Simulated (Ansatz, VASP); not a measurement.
**Cross-check of Si2WN4 between VASP and Ansatz**

Aim: how closely do two programs agree when they are given the same cell, functional and k mesh? The cell is taken from a series of runs on this material, whose earlier steps may have relaxed, scaled, displaced or heated it; both programs get it as it stands.

Main program and level: Ansatz 0.2.0; plane waves, with VASP 6.6.1 beside it; G0W0 gap at PBE.

## Step 1: Starting point

The cell holds 7 atoms: 1 W, 4 N and 2 Si. Its edges and angles: a = 2.914 Å, b = 2.914 Å, c = 37.200 Å, α = 90.0°, β = 90.0°, γ = 120.0°. It derives from N4Si2W1. Vacuum lies along c.

Coordinates:

```xyz
7
Lattice="2.9140 0.0000 0.0000 -1.4570 2.5236 0.0000 0.0000 0.0000 37.2000" Properties=species:S:1:pos:R:3
W     0.0000    0.0000   18.6000
N     0.0000    1.6824   19.8542
N     0.0000    1.6824   17.3458
N     1.4570    0.8412   22.1060
N     1.4570    0.8412   15.0940
Si    0.0000    1.6824   21.6019
Si    0.0000    1.6824   15.5981
```

## Step 2: Ansatz: G0W0 gap, PBE

Ansatz runs on its PAW soft_1 files.

Quasiparticle shifts depend on high empty states and on the cores, so they are the hardest test of two PAW sets.

input.yaml reads:

```yaml
crystal:
  lattice:
    - [2.9139583244, 0.0, 0.0]
    - [-1.4569791622, 2.5235619345, 0.0]
    - [0.0, 0.0, 37.2]
  atoms:
    - { symbol: W, position: [0.0, 0.0, 0.5] }
    - { symbol: "N", position: [0.3333333333, 0.6666666667, 0.5337160717] }
    - { symbol: "N", position: [0.3333333333, 0.6666666667, 0.4662839283] }
    - { symbol: Si, position: [0.3333333333, 0.6666666667, 0.5806952339] }
    - { symbol: Si, position: [0.3333333333, 0.6666666667, 0.4193047661] }
    - { symbol: "N", position: [0.6666666667, 0.3333333333, 0.5942480184] }
    - { symbol: "N", position: [0.6666666667, 0.3333333333, 0.4057519816] }
  periodic: [true, true, false]
kpoints:
  mp_grid: { grid: [9, 9, 1] }
hamiltonian:
  xc: pbe
  pseudopotentials: { kind: paw, azcp: { folder: soft_1 } }
scf:
  occupations: { method: fixed }
gw:
  n_empty_bands: 741
  ecut_chi: 112.5
  qp_bands: [v2, c2]
  qp_kpoints: band_edges
  screening: { model: contour_deformation }
```

On the command line:

```console
> ansatz run input.yaml --threads 3 --pin off --max-ram 92160MiB --backend cuda --events-out ev --progress --plain --runs-dir out --devices 1 --max-vram 13GiB
```

Numbers of over 12 decimals in the logs are rounded to 6 here.

The program printed:

```text
GPUs: using 1 of 1 available (devices: 1).
Engine: ansatz 0.2.0, x86_64-unknown-linux-gnu
Pseudopotentials: kind: paw
Pseudopotential: W, paw, valence charge 14, recommended cutoff 420 eV (normal), soft_1/W.paw.azcp
Pseudopotential: N, paw, valence charge 5, recommended cutoff 420 eV (normal), soft_1/N.paw.azcp
Pseudopotential: Si, paw, valence charge 4, recommended cutoff 420 eV (normal), soft_1/Si.paw.azcp
Functional definition: PBE
  parameter kappa = 0.804
  parameter beta = 0.066725
  exchange = pbe_x(kappa = kappa, mu = beta*pi^2/3)
  correlation = pbe_c(beta = beta)
device memory: the entry about to start is reckoned to put 1.6 GiB on a device that reports 28.8 GiB free (of which the cap on the GPU budget leaves the run 13.0 GiB)
GPU FFT provider: cuFFT
GPU libraries: cuBLAS 13.8.2, cuFFT 12.4.0, cuSOLVER 12.3.4
Crystal: 7 atoms, lattice volume = 273.552 Å³
Basis set: ecut = 420 eV, 5309 PW (Γ)
Bands: 28, of which v1, the nominal top of the filled ones, is band 21 counted from 1 (20 counted from 0)
Symmetry: 12 space group operations
Space group: P-6m2 (ITA 187), of the structure as read, at distance tolerance 6.5e-5 Å
k-points: 12 of 81 (time reversal used)
Non-local potential: W, projectors of the file, l = 0: 3, l = 1: 2, l = 2: 2, l = 3: 1
Non-local potential: N, projectors of the file, l = 0: 2, l = 1: 2, l = 2: 1
Non-local potential: Si, projectors of the file, l = 0: 2, l = 1: 2, l = 2: 1
PAW form: soft (Blöchl's): semilocal exchange-correlation on the pseudo side does not see the compensation charge
PAW one-centre angular grid: W, 590 points (default); XC on 64 Gauss nodes
PAW one-centre angular grid: N, 110 points (default); XC on 64 Gauss nodes
PAW one-centre angular grid: Si, 110 points (default); XC on 64 Gauss nodes
Initial density: superposition of atomic densities (neutral atoms: chi_scale 0, normalization atom)
Initial wavefunctions: pseudopotential atomic-orbital guess
GPU buffer pool allocated for 100000 grid points (all kernels)
GPU transforms: local potential and band sums: pruned to the plane-wave sphere, on 20×20×250
Functional: x = pbe(κ = 0.804, μ = 0.219515), c = pbe(β = 0.066725)
SCF iter   1: F=—  HF=-13207.503823 eV  |F-HF|=—  |Δ(HF+E_count)|=         —  Δρ=9.33e-2  dr2=2.64e1  ethr=3.10e-3  ⟨swp⟩=8.0  Hψ=2277  notcnv=0  defer=57
preconditioner: auto → Resta (q_TF=auto, 1.996 Å⁻¹)  ε∞=1.9  [insulator: Δε(μ)=2.292 eV  Ē_g=13.635 eV  n_scr=22 (ndim 8)  ℏωp=13.1 eV  f_vac=0.709  ε∞_Penn≈1.9  vacuum switching on, ρ_ref=1.3e-2 e/Å³]
SCF iter   2: F=—  HF=-13201.166664 eV  |F-HF|=—  |Δ(HF+E_count)|=    6.34e0  Δρ=4.44e-2  dr2=6.36e0  ethr=3.10e-3  ⟨swp⟩=6.0  Hψ=1478  notcnv=0  defer=58
SCF iter   3: F=—  HF=-13200.151537 eV  |F-HF|=—  |Δ(HF+E_count)|=    1.02e0  Δρ=1.72e-2  dr2=7.22e-1  ethr=3.10e-3  ⟨swp⟩=4.8  Hψ=966  notcnv=0  defer=53
SCF iter   4: F=—  HF=-13200.043037 eV  |F-HF|=—  |Δ(HF+E_count)|=   1.09e-1  Δρ=8.21e-3  dr2=1.01e-1  ethr=1.72e-3  ⟨swp⟩=2.6  Hψ=494  notcnv=0  defer=57
SCF iter   5: F=—  HF=-13200.054143 eV  |F-HF|=—  |Δ(HF+E_count)|=   1.11e-2  Δρ=1.86e-3  dr2=2.01e-2  ethr=2.40e-4  ⟨swp⟩=3.0  Hψ=619  notcnv=0  defer=60
SCF iter   6: F=—  HF=-13200.050629 eV  |F-HF|=—  |Δ(HF+E_count)|=   3.51e-3  Δρ=2.66e-4  dr2=2.95e-4  ethr=4.78e-5  ⟨swp⟩=4.4  Hψ=740  notcnv=0  defer=59
SCF iter   7: F=—  HF=-13200.050628 eV  |F-HF|=—  |Δ(HF+E_count)|=   1.09e-6  Δρ=8.72e-5  dr2=1.33e-5  ethr=7.02e-7  ⟨swp⟩=3.6  Hψ=905  notcnv=0  defer=60
SCF iter   8: F=—  HF=-13200.050642 eV  |F-HF|=—  |Δ(HF+E_count)|=   1.44e-5  Δρ=4.43e-5  dr2=1.50e-5  ethr=3.16e-8  ⟨swp⟩=3.6  Hψ=819  notcnv=0  defer=60
SCF iter   9: F=—  HF=-13200.050640 eV  |F-HF|=—  |Δ(HF+E_count)|=   2.39e-6  Δρ=2.19e-5  dr2=2.55e-6  ethr=3.16e-8  ⟨swp⟩=2.2  Hψ=465  notcnv=0  defer=60
SCF iter  10: F=-13200.050639 eV  HF=-13200.050639 eV  |F-HF|=2.59e-8  |Δ(HF+E_count)|=   4.38e-7  Δρ=3.33e-6  dr2=3.45e-8  ethr=2.38e-10  ⟨swp⟩=22.0  Hψ=3058  notcnv=0
SCF 1 converged in 10 iterations: F = -13200.050639 eV  dr2 = 3.45e-8
  greatest PAW one-centre occupation: 0.999 electrons in one spin orbital (limit 2), on the W atom at site 0 (counted from 0), in its partial waves of l = 0
device memory: the entry about to start is reckoned to put 1.7 GiB (of the 1.8 GiB reckoned in all, the device holds 0.1 GiB already) on a device that reports 28.6 GiB free (of which the cap on the GPU budget leaves the run 12.9 GiB)
NSCF: frozen V_eff on 12 k-points, pencils in batches of 32, up to order 112
the band table was solved once the SCF had ended and its energy, with any forces and stress, was formed, with the checks that follow a solve (2467 applications of the Hamiltonian). They found nothing against the state; the energy, forces and stress were not computed again (output.eigenvalues in the input reference)
device memory: the entry about to start is reckoned to put 11.2 GiB on a device that reports 28.8 GiB free (of which the cap on the GPU budget leaves the run 13.0 GiB)
NSCF: frozen V_eff on 12 k-points
G₀W₀ screening: q 1/12
[... further progress lines ...]
device memory: the entry about to start is reckoned to put 0.7 GiB on a device that reports 29.3 GiB free (of which the cap on the GPU budget leaves the run 13.0 GiB)
NSCF: frozen V_eff on 1 k-points
SCF converged after 10 iterations
Free energy (F): -13200.050639 eV
Harris-Foulkes:  -13200.050639 eV  (|F-HF|=2.59e-8)
Internal energy: -13200.050639 eV  (E = F + TS)
E sigma→0 (E₀):  -13200.050639 eV
Fermi energy:    -5.113428 eV
--- Per-component energies (eV) ---
  E_band       = -858.680720
  E_kinetic    = 1034.302337
  E_local      = -146439.291066  (includes V_loc(G=0)·N_el)
  E_nonlocal   = 155.699110
  E_hartree    = 72635.535115
  E_xc         = -622.254462
  E_vxc        = -633.499711  (∫ρ·V_xc dr)
  E_paw        = -10113.680534  (= ΣΔE_a)
  E_vpaw       = -246.971274  (= ΣTr[D̂ρ^β])
  E_aug_tail   = 0.003757  (compensation charges beyond the density's cutoff)
  E_ewald      = 70149.635103
  E_smearing   = -0.000000  (= −TS)
  E_closure    = 0.000000  (closes the sum)
  Σ components = -13200.050639   (vs F -13200.050639, Δ=0.00e0)
--- Band table (eV; the first three rows and the last of 12) ---
  k-point 0: bands = [... 17 lower, -7.8826, -7.8826, -7.7438, -5.1134, -2.2233, -2.2233, -1.5600 (-1.5600°), -1.5468 (-1.5468°), ... 3 higher]
  k-point 1: bands = [... 17 lower, -8.1520, -8.1179, -7.5678, -5.3797, -2.4400, -2.2165, -1.7344, -1.2029 (-1.2029°), ... 3 higher]
  k-point 2: bands = [... 17 lower, -8.6335, -8.5107, -7.6583, -6.1475, -2.2532, -2.1161, -1.5333, -0.4652 (-0.4652°), ... 3 higher]
  k-point 11: bands = [... 17 lower, -8.5113, -7.9057, -7.6157, -5.4169, -3.0645, -0.4997, -0.0414, 0.2028, ... 3 higher]
  ° read free of the cell's end (the report's vacuum.weakly_bound_levels)
--- G₀W₀: contour deformation, 7 samples at zero and on the imaginary axis and 2 off it, 81 q-points, 741 empty bands' worth ---
  eigenvalues of the whole cell's RPA ε∞ on this k-mesh (on a slab, of 1 + 4πα/V) = 1.2051, 2.9125, 2.9125; static W/v taken at q = 0 is 0.522344
  bands read: the sum over 762 bands ends inside a degenerate multiplet in 1 slot, whose members it reads at an even weight; the widest, k=0: bands 762 to 763 (counted from 1) at 1/2 each
  gw.qp_kpoints: band_edges: 7 of 12 stored k-points solved, in 1 pass; an edge of the gap read off the rows below is read off those points alone
    valence top: of the k-points left out ik 5 came nearest to being solved in a further pass, in band 21 (counted from 1, as in the quasiparticle table): it holds the edge there only if its correction is more favourable than any solved in that band by at least 0.790 eV; those differ by 0.184 eV
    conduction bottom: of the k-points left out ik 5 came nearest to being solved in a further pass, in band 22 (counted from 1, as in the quasiparticle table): it holds the edge there only if its correction is more favourable than any solved in that band by at least 0.666 eV; those differ by 0.202 eV
    ik  band        ε_KS         Σx   Σc(E_QP)       V_xc       Z   E_QP_lin       E_QP  E_QP is
     0    20     -7.7438   -21.1156     3.1943   -17.1829  0.7622    -8.4925    -8.4822  root
     0    21     -5.1134   -20.5245     0.7971   -19.3997  0.7711    -5.4424    -5.4412  root
     0    22     -2.2233   -15.1897    -3.9490   -19.8887  0.7640    -1.4635    -1.4733  root
     0    23     -2.2233   -15.1897    -3.9490   -19.8887  0.7640    -1.4635    -1.4733  root
     1    20     -7.5678   -21.6482     3.1645   -17.8405  0.7618    -8.2186    -8.2110  root
     1    21     -5.3797   -20.6889     1.0266   -19.3007  0.7686    -5.7430    -5.7413  root
     1    22     -2.4400   -13.9830    -3.9078   -18.6313  0.7749    -1.6906    -1.6995  root
     1    23     -2.2165   -15.3117    -3.9900   -20.0420  0.7644    -1.4667    -1.4763  root
     2    20     -7.6583   -21.4296     3.2149   -17.5029  0.7605    -8.3798    -8.3701  root
     2    21     -6.1475   -20.2922     1.3121   -18.5606  0.7639    -6.5700    -6.5671  root
     2    22     -2.2532   -14.2265    -3.9909   -18.9380  0.7725    -1.5236    -1.5326  root
     2    23     -2.1161   -15.6430    -4.1674   -20.5282  0.7650    -1.3892    -1.3984  root
     3    20     -7.5470   -21.3467     3.2478   -17.3252  0.7595    -8.3319    -8.3207  root
     3    21     -6.5162   -20.0015     1.5269   -17.9914  0.7637    -7.0036    -6.9995  root
     3    22     -2.0801    -9.1436    -4.3591   -14.2888  0.7970    -1.2840    -1.2940  root
     3    23     -2.0494   -12.3532    -4.2601   -17.3561  0.7790    -1.2966    -1.3066  root
     4    20     -7.3479   -21.4840     3.2933   -17.3939  0.7599    -8.1566    -8.1447  root
     4    21     -6.3986   -19.9578     1.5393   -17.9190  0.7682    -6.9024    -6.8981  root
     4    22     -2.7933    -8.3048    -4.2080   -13.2393  0.8045    -2.0590    -2.0668  root
     4    23     -2.3178    -8.2680    -4.3061   -13.3759  0.8011    -1.5059    -1.5161  root
    10    20     -7.6691   -21.5159     3.3888   -17.2790  0.7568    -8.5318    -8.5171  root
    10    21     -5.8384   -20.6820     1.1634   -19.1516  0.7684    -6.2073    -6.2054  root
    10    22     -2.4525   -16.9341    -3.7989   -21.3648  0.7646    -1.8141    -1.8207  root
    10    23     -0.8019    -9.6736    -4.7328   -15.2225  0.7798     0.0284     0.0142  root
    11    20     -7.6157   -21.1361     3.1564   -17.1059  0.7592    -8.5050    -8.4894  root
    11    21     -5.4169   -20.6476     0.8124   -19.5198  0.7720    -5.7336    -5.7324  root
    11    22     -3.0645   -16.7697    -3.4237   -20.7773  0.7714    -2.4761    -2.4807  root
    11    23     -0.4997   -15.2363    -5.0778   -21.0490  0.7486     0.2526     0.2351  root
```

(Part 1 of 2 ends here.)

[Lines on the potential files, build, host, timing and source positions are cut from VASP's logs without a mark.]

[Logs are printed without paths, hosts, clocks, repeated set-up lines and the standing remarks that a program may print on its own settings, such as how far it seeks lower states.]

[Hosts, paths, dates, database ids (printed as entryN), source tags and the programs' standing remarks are cut or masked in the printed files.]
